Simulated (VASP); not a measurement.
VASP ran on this input.

File POSCAR:
```
GaP
1
   -0.0000000000     2.5433243034     2.5433243034
    2.5433243034    -0.0000000000     2.5433243034
    2.5433243034     2.5433243034    -0.0000000000
Ga P
1 1
Direct
  0.0000000000   0.0000000000   0.0000000000
  0.5000000000   0.5000000000   0.5000000000
```

File KPOINTS:
```
Automatic mesh
0
Gamma
11 11 11
0 0 0
```

### INCAR
```
LMAXMIX = 4   ! l cut-off of mixed one-centre charges
LREAL = .FALSE.   ! projection in real space or not
NELM = 100   ! most electronic steps
GGA = PS   ! PBEsol
PREC = Accurate
NSW = 60   ! most ionic steps
IBRION = 2   ! conjugate gradients
ISIF = 3   ! ions, shape and volume
SIGMA = 0.1
LWAVE = .FALSE.
ISMEAR = 1   ! Methfessel-Paxton
SYSTEM = GaP
EDIFFG = -0.01
LASPH = .TRUE.   ! aspherical one-centre terms
ENCUT = 400   ! plane-wave cut-off (eV)
ALGO = Normal
EDIFF = 1E-6
LCHARG = .FALSE.
```

POTCAR, in this order: Ga_d P (PBE.64 set). Program: vasp_std.

### Question
Write an equivalent input for Ansatz.

### Answer
One equivalent input (not run):
Ansatz 0.2 input:
```yaml
crystal:
  lattice:
    - [0.0000000, 2.5433243, 2.5433243]
    - [2.5433243, 0.0000000, 2.5433243]
    - [2.5433243, 2.5433243, 0.0000000]
  atoms:
    - { symbol: Ga, position: [0.0000000, 0.0000000, 0.0000000] }
    - { symbol: P, position: [0.5000000, 0.5000000, 0.5000000] }
kpoints:
  mp_grid: { grid: [11, 11, 11] }
hamiltonian:
  xc: pbesol
  pseudopotentials: { kind: paw }
scf:
  occupations: { method: methfessel_paxton, width: 0.1 }
  max_iter: 100
relax:
  max_steps: 60
  f_tol: 0.01
  cell: {}
output: { forces: true, stress: true, eigenvalues: true }
```
Limits of the translation: each code has its own PAW files, so the cut-off isn't converted (ENCUT is set for VASP's; basis.ecutwfc is left out, and Ansatz then takes the one that its files recommend); Ansatz stops its SCF on the density residual and VASP on the energy change (EDIFF).

The structure was generated: GaP was put into the rock salt type (Fm-3m), which need not be its known phase. This run relaxes it. Symmetry was kept, so distortions that lower it aren't found. The start is the result of an earlier pass.
